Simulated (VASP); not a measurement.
Here is the system:

```yaml
crystal:
  lattice:
    - [0.00000, 3.20496, 3.20496]
    - [3.20496, 0.00000, 3.20496]
    - [3.20496, 3.20496, 0.00000]
  atoms:
    - { symbol: Te, position: [0.50000, 0.50000, 0.50000] }
    - { symbol: Pb, position: [0.00000, 0.00000, 0.00000] }
```

Level of theory: TPSS meta-GGA, VASP's PBE PAW potentials (set 64) (plane waves; VASP). Run with 520 eV cut-off, 7×7×7 Γ-centred mesh, Gaussian smearing of 0.050 eV, potentials Te Pb_d.

Problem. What does the run give for the energy per atom (σ→0), pressure?

Solution. 
| Quantity | Value |
|---|---|
| energy per atom (σ→0) | -7.425 eV/atom |
| pressure | 2.98 GPa |

The absolute energy has meaning only against runs of the same code, potentials and settings.

The compound is PbTe in the rock salt structure. This cell is one point of a volume scan, at 0.94 of the reference volume.
